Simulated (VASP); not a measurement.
The system is Be2CdS3.

```
Be Cd S
1.0
     4.66550    0.00000    0.00000
     0.00000    4.66550    0.00000
     0.00000    0.00000    5.50703
Be Cd S
2 1 3
Direct
  0.50000 0.50000 0.75729
  0.50000 0.50000 0.24271
  0.00000 0.00000 0.50000
  0.00000 0.50000 0.00000
  0.50000 0.00000 0.00000
  0.00000 0.00000 0.00000
```

The cell was built by a generator and needn't be a form met in nature.

| Property | Result |
| --- | --- |
| Program | VASP 6.6.1 |
| Task | relaxation of cell and atoms |
| Functional | PBE |
| Potentials or basis | VASP PAW PBE potentials, release 64 (Be, Cd, S) |
| Cutoff | 520 eV |
| k mesh | 3 × 3 × 3 |
| Occupations | gaussian, width 0.15 eV |
| Spin | no spin polarisation |

At the start: pressure -5.0 GPa; volume 19.98 Å³/atom.

Where does the relaxation end?

Over 18 steps the energy falls by 63.2 meV/atom and the volume is 17.81 Å³/atom (-10.9 %); space group P4/mmm (No. 123, to 0.05 Å).

Step by step:
```tsv
step	energy change (eV)	largest force (eV/Å)	pressure (GPa)	volume (Å³)
1	0.0000	0.2917	-4.95	119.87
2	-0.2105	0.4138	-1.02	109.47
3	-0.2167	0.4446	0.35	106.91
4	-0.2171	0.4428	0.34	107.21
5	-0.2159	0.4266	-0.24	108.33
6	-0.2172	0.4373	0.13	107.51
7	-0.2365	0.4071	0.18	107.27
8	-0.2818	0.2814	0.26	106.57
9	-0.2775	0.1707	0.69	105.15
10	-0.2983	0.1346	0.48	105.98
11	-0.3243	0.1883	0.02	106.70
12	-0.3734	0.0145	-0.99	108.79
13	-0.3736	0.0824	-0.88	108.46
14	-0.3740	0.0631	-0.86	108.56
15	-0.3698	0.1362	0.22	106.46
16	-0.3776	0.0009	-0.50	107.74
17	-0.3776	0.0097	-0.31	107.63
18	-0.3791	0.0188	0.14	106.84
```

Final structure:
```
Be Cd S
1.0
     4.43135    0.00000    0.00000
     0.00000    4.43135    0.00000
     0.00000    0.00000    5.44102
Be Cd S
2 1 3
Direct
  0.50000 0.50000 0.70482
  0.50000 0.50000 0.29518
  0.00000 0.00000 0.50000
  0.00000 0.50000 0.00000
  0.50000 0.00000 0.00000
  0.00000 0.00000 0.00000
```

Caveat: the k mesh is coarse (spacing up to 0.45 Å⁻¹), so the values aren't converged.
